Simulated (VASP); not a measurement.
Output of a VASP run:

OSZICAR:
```
       N       E                     dE             d eps       ncg     rms          rms(c)
DAV:   1     0.333540361293E+02    0.33354E+02   -0.56223E+03   871   0.112E+03
DAV:   2    -0.694849750738E+01   -0.40303E+02   -0.39861E+02   914   0.208E+02
DAV:   3    -0.791489229802E+01   -0.96639E+00   -0.96449E+00  1103   0.307E+01
DAV:   4    -0.792718388650E+01   -0.12292E-01   -0.12287E-01  1062   0.351E+00
DAV:   5    -0.792727374924E+01   -0.89863E-04   -0.89862E-04  1126   0.206E-01    0.452E+00
DAV:   6    -0.740427088064E+01    0.52300E+00   -0.28095E+00   862   0.130E+01    0.140E+00
DAV:   7    -0.740472890153E+01   -0.45802E-03   -0.19024E-02  1135   0.156E+00    0.844E-01
DAV:   8    -0.740789935699E+01   -0.31705E-02   -0.13993E-02  1165   0.157E+00    0.980E-02
DAV:   9    -0.740796613897E+01   -0.66782E-04   -0.85970E-04   920   0.325E-01    0.411E-02
DAV:  10    -0.740802017871E+01   -0.54040E-04   -0.12022E-04   948   0.108E-01    0.677E-03
DAV:  11    -0.740802150625E+01   -0.13275E-05   -0.19805E-06  1102   0.188E-02    0.143E-03
DAV:  12    -0.740802177201E+01   -0.26576E-06   -0.51650E-07   905   0.799E-03
   1 F= -.74080218E+01 E0= -.74080218E+01  d E =-.740802E+01
```

File OUTCAR:
```
------------------------ aborting loop because EDIFF is reached ----------------------------------------
  FORCE on cell =-STRESS in cart. coord.  units (eV):
  Direction    XX          YY          ZZ          XY          YZ          ZX
  --------------------------------------------------------------------------------------
  Total       -0.0189370     -0.0189370     -0.0189370      0.0000000      0.0000000      0.0000000
  in kB       -1.8542463     -1.8542463     -1.8542463      0.0000000      0.0000000      0.0000000
  external PRESSURE =      -1.8542463 kB  Pullay stress =       0.0000000 kB
  volume of cell :       16.36
      direct lattice vectors                 reciprocal lattice vectors
     0.000000000  2.015000000  2.015000000    -0.248138958  0.248138958  0.248138958
     2.015000000  0.000000000  2.015000000     0.248138958 -0.248138958  0.248138958
     2.015000000  2.015000000  0.000000000     0.248138958  0.248138958 -0.248138958
  FREE ENERGIE OF THE ION-ELECTRON SYSTEM (eV)
  ---------------------------------------------------
  free  energy   TOTEN  =        -7.4080217720 eV

  energy  without entropy=       -7.4080217720  energy(sigma->0) =       -7.40802177

 reached required accuracy - stopping structural energy minimisation
```
(Selected blocks of OUTCAR.)

### POSCAR
```
LiF
1
    0.0000000000     2.0150000000     2.0150000000
    2.0150000000     0.0000000000     2.0150000000
    2.0150000000     2.0150000000     0.0000000000
Li F
1 1
Direct
  0.0000000000   0.0000000000   0.0000000000
  0.5000000000   0.5000000000   0.5000000000
```

**Question.** Write an INCAR and KPOINTS that could have produced this output.

**Answer.** One answer among several that fit: the input of the run itself, rev-vdW-DF2, plane waves, VASP's PBE PAW potentials (set 64).

KPOINTS:
```
K-points
0
gamma
10 10 10
```

### INCAR
```
LASPH = .True.   # aspherical one-centre terms
GGA = MK
LWAVE = .False.
LUSE_VDW = .True.
AGGAC = 0.0
EDIFFG = -0.01
LCHARG = .False.
SIGMA = 0.05
PREC = Accurate
ISIF = 3   # ions, shape and volume
ALGO = Normal
PARAM2 = 0.7114
LREAL = .False.   # projection in real space or not
SYSTEM = LiF
PARAM1 = 0.1234568
NELM = 100   # most electronic steps
ISMEAR = 0   # Gaussian
ZAB_VDW = -1.8867
ENCUT = 520   # plane-wave cut-off (eV)
IBRION = 2
NSW = 60
EDIFF = 1E-6
```

POTCAR, in this order: Li_sv F (PBE.64 set). Program: vasp_std.

The compound is LiF in the rock salt structure. The cell was not relaxed at this level.
